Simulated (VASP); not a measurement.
Write the native input for VASP 6.6.1 that does the following.

| Item | Value |
| --- | --- |
| Task | relaxation of cell and atoms |
| Functional | AM05 |
| Potentials or basis | VASP PAW PBE potentials, release 64 (W_sv, C) |
| Cutoff | 600 eV |
| k mesh | 15 × 15 × 13 |
| Occupations | methfessel-paxton, width 0.1 eV |
| Spin | no spin polarisation |
| Further INCAR settings | ALGO = Normal; EDIFF = 1e-07; IBRION = 2; EDIFFG = -0.005; NSW = 90; ISIF = 3 |

The structure of WC (Qusongite) lies in POSCAR:

```
WC                                      
1.0
    2.8944258992     -0.0000000000      0.0000000000
   -1.4472129496      2.5066463580     -0.0000000000
   -0.0000000000      0.0000000000      2.8258204505
  W               C             
     1     1
Direct
     0.0000000000000000    0.0000000000000000    0.0000000000000000
     0.6666666667000030    0.3333333332999970    0.5000000000000000
```

The input as run:

INCAR

```
SYSTEM = WC
PREC = Accurate ; ENCUT = 600
EDIFF = 1E-7 ; ISMEAR = 1
SIGMA = 0.1 ; LREAL = .FALSE.
LASPH = .TRUE. ; NELM = 80
ALGO = Normal ; ISIF = 3
LWAVE = .FALSE. ; LCHARG = .FALSE.
GGA = AM ; IBRION = 2
NSW = 90 ; EDIFFG = -0.005
```

KPOINTS

```
regular mesh
0
G
  15 15 13
  0 0 0
```

Potentials or basis: VASP PAW PBE potentials, release 64 (W_sv, C).

Command:

```sh
$ cat potpaw_PBE.64/W_sv/POTCAR potpaw_PBE.64/C/POTCAR > POTCAR
$ mpirun -np 1 vasp_std > vasp.out
```

Results of the run:

```yaml
Pressure_after_relaxing: 0.0 GPa
Band_gap_on_the_k_mesh: none (metal or under the smearing width)
```

Caveat: the relaxation stopped at its first step, so nothing moved; the PAW data sets were made with another functional, which shifts forces and pressure a little.

It took 27 s on 1 thread of Intel(R) Xeon(R) Platinum 8259CL CPU @ 2.50GHz (Skylake/Cascade Lake), with other jobs on the host, peak memory 0.19 GiB.
